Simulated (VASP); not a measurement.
Calculation: LDA (Ceperley-Alder, Perdew-Zunger), VASP's LDA PAW potentials (set 64) (plane waves; VASP).

A VASP calculation is set up with these files.

POSCAR:
```
MgB2
1
    1.4590852457    -2.5272091009     0.0000000000
    1.4590852457     2.5272091009     0.0000000000
   -0.0000000000     0.0000000000     3.2156958582
Mg B
1 2
Direct
  0.0000000000   0.0000000000   0.0000000000
  0.3333330000   0.6666670000   0.5000000000
  0.6666670000   0.3333330000   0.5000000000
```

File KPOINTS:
```
Automatic mesh
0
G
  12 12 10
```

INCAR:
```
PREC = Accurate
NELM = 100   # most electronic steps
LASPH = .TRUE.   # aspherical one-centre terms
ENCUT = 620   # plane-wave cut-off (eV)
LWAVE = .FALSE.
IBRION = 2   # conjugate gradients
ISIF = 3
EDIFFG = -0.02
LCHARG = .FALSE.
ALGO = Normal   # blocked Davidson
SYSTEM = MgB2
EDIFF = 1E-6
NSW = 40   # most ionic steps
ISMEAR = 1   # Methfessel-Paxton
PSTRESS = 300   # kbar
SIGMA = 0.1
LREAL = .FALSE.
```

POTCAR, in this order: Mg B (LDA.64 set). Program: vasp_std.

What VASP printed:

**OSZICAR**
```
       N       E                     dE             d eps       ncg     rms          rms(c)
DAV:   1     0.776282938643E+01    0.77628E+01   -0.46186E+03  1984   0.100E+03
DAV:   2    -0.189110676519E+02   -0.26674E+02   -0.25436E+02  2688   0.135E+02
DAV:   3    -0.191533990421E+02   -0.24233E+00   -0.24234E+00  2328   0.154E+01
DAV:   4    -0.191536105534E+02   -0.21151E-03   -0.21151E-03  2792   0.423E-01
DAV:   5    -0.191536106321E+02   -0.78703E-07   -0.78044E-07  2416   0.633E-03    0.589E+00
DAV:   6    -0.173281849251E+02    0.18254E+01   -0.28573E+00  1992   0.101E+01    0.274E+00
DAV:   7    -0.169884293119E+02    0.33976E+00   -0.16388E+00  2144   0.749E+00    0.764E-01
DAV:   8    -0.169805056454E+02    0.79237E-02   -0.13815E-01  1992   0.254E+00    0.388E-01
DAV:   9    -0.169733500474E+02    0.71556E-02   -0.17730E-02  2240   0.800E-01    0.559E-02
DAV:  10    -0.169732389771E+02    0.11107E-03   -0.86459E-04  2520   0.204E-01    0.172E-02
DAV:  11    -0.169732360953E+02    0.28818E-05   -0.25229E-05  2120   0.401E-02    0.390E-03
DAV:  12    -0.169732350690E+02    0.10263E-05   -0.60665E-06  2184   0.145E-02    0.812E-04
DAV:  13    -0.169732350428E+02    0.26205E-07   -0.11007E-07  1216   0.277E-03
   1 F= -.12532678E+02 E0= -.12533005E+02  d E =-.125327E+02
       N       E                     dE             d eps       ncg     rms          rms(c)
DAV:   1    -0.169786743650E+02   -0.54393E-02   -0.27524E-03  2360   0.424E-01    0.322E-02
DAV:   2    -0.169786146983E+02    0.59667E-04   -0.12658E-04  2432   0.764E-02    0.139E-02
DAV:   3    -0.169786025091E+02    0.12189E-04   -0.53412E-05  2120   0.432E-02    0.196E-03
DAV:   4    -0.169786023613E+02    0.14782E-06   -0.97473E-07  1624   0.871E-03
   2 F= -.12532763E+02 E0= -.12533080E+02  d E =-.853937E-04
```

File OUTCAR:
```
------------------------ aborting loop because EDIFF is reached ----------------------------------------
  FORCE on cell =-STRESS in cart. coord.  units (eV):
  Direction    XX          YY          ZZ          XY          YZ          ZX
  --------------------------------------------------------------------------------------
  Total        4.4331360      4.4331333      4.4463230      0.0000000      0.0000000      0.0000000
  in kB      299.1428006    299.1426175    300.0326481      0.0000000      0.0000000      0.0000000
  external PRESSURE =      -0.5606446 kB  Pullay stress =     300.0000000 kB
  volume of cell :       23.74
      direct lattice vectors                 reciprocal lattice vectors
     1.458783377 -2.526686153  0.000000000     0.342751369 -0.197887656  0.000000000
     1.458783377  2.526686153  0.000000000     0.342751369  0.197887656 -0.000000000
     0.000000000  0.000000000  3.220853546     0.000000000  0.000000000  0.310476706
 POSITION                                       TOTAL-FORCE (eV/Angst)
 -----------------------------------------------------------------------------------
      1.45878      2.52669      0.00000        -0.000000      0.000000      0.000000
      1.45878      0.84223      1.61043         0.000000     -0.000000      0.000000
      1.45878     -0.84223      1.61043        -0.000000      0.000000      0.000000
 -----------------------------------------------------------------------------------
    total drift:                                0.000000     -0.000000      0.000000
  FREE ENERGIE OF THE ION-ELECTRON SYSTEM (eV)
  ---------------------------------------------------
  free  energy   TOTEN  =       -16.9786023613 eV

  energy  without entropy=      -16.9795522692  energy(sigma->0) =      -16.97891900
  enthalpy is  TOTEN    =       -12.5327631514 eV   P V=        4.4458392099

 reached required accuracy - stopping structural energy minimisation
```
(Selected blocks of OUTCAR.)

CONTCAR:
```
MgB2
   1.00000000000000
     1.4587833770886094   -2.5266861528293281    0.0000000000000000
     1.4587833770886094    2.5266861528293281    0.0000000000000000
     0.0000000000000000    0.0000000000000000    3.2208535459568539
  Mg              B
     1     2
Direct
     0.0000000000000000    1.0000000000000000    0.0000000000000000
     0.3333330000000032    0.6666669999999968    0.5000000000000000
     0.6666669999999968    0.3333330000000032    0.5000000000000000
```

The compound is MgB2 in the AlB2 type structure. This run relaxes it under an external pressure of 30 GPa. Symmetry was kept, so distortions that lower it aren't found.
